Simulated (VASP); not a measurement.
Runs of VASP 6.6.1 on BeC2. The structure is tetragonal, space group I4/mmm (No. 139). The conventional cell has a = 3.888 Å, b = 3.888 Å, c = 4.623 Å, α = 90.00°, β = 90.00°, γ = 90.00°. Around Be (site symmetry 4/mmm) lie 2 C at 1.69 Å. C (site symmetry 4mm) is surrounded by 1 C at 1.25 Å. The cell comes from a database or a generator and needn't be the stable form of this composition.

| task | cell | cutoff (eV) | smearing | target pressure | gap on the mesh (eV) | pressure (GPa) | relaxed volume (Å³/atom) | largest force (eV/Å) |
| --- | --- | --- | --- | --- | --- | --- | --- | --- |
| single point | I4/mmm, 11.65 Å³/atom | 520 | gaussian 0.1 eV | - | 2.90 | 0.1 | - | 0.11 |
| relaxation of cell and atoms | relaxed to 3 GPa | 600 | gaussian 0.01 eV | 3 GPa | (a) | 3.0 | - | - |
| single point | I4/mmm, 10.25 Å³/atom | 520 | gaussian 0.01 eV | - | (c) | 3.2 | - | 0.11 |
| relaxation of cell and atoms | relaxed | 600 | gaussian 0.1 eV | - | none | -0.5 | 7.60 | 0.02 |
| relaxation of cell and atoms | relaxed | 600 | gaussian 0.02 eV | - | 2.88 | 0.0 | (b) | - |
| single point | I4/mmm, 11.7 Å³/atom | 520 | gaussian 0.02 eV | - | 2.89 | 0.1 | - | 0.11 |

Alike in all rows: level PBE; potentials or basis VASP PAW PBE potentials, release 64 (Be, C); no spin polarisation; k mesh 8 × 8 × 8.

Task: Estimate the missing entries.

Result: (a) 2.31; (b) 11.64; (c) 2.34.

Caveats: the standard files for N, O and F lose accuracy on very short bonds; the cell is relaxed towards a set pressure, so the enthalpy falls and the energy may rise (some runs).

A k mesh can miss the band edges.

A gap of «none» marks a metal or a gap under the smearing width.
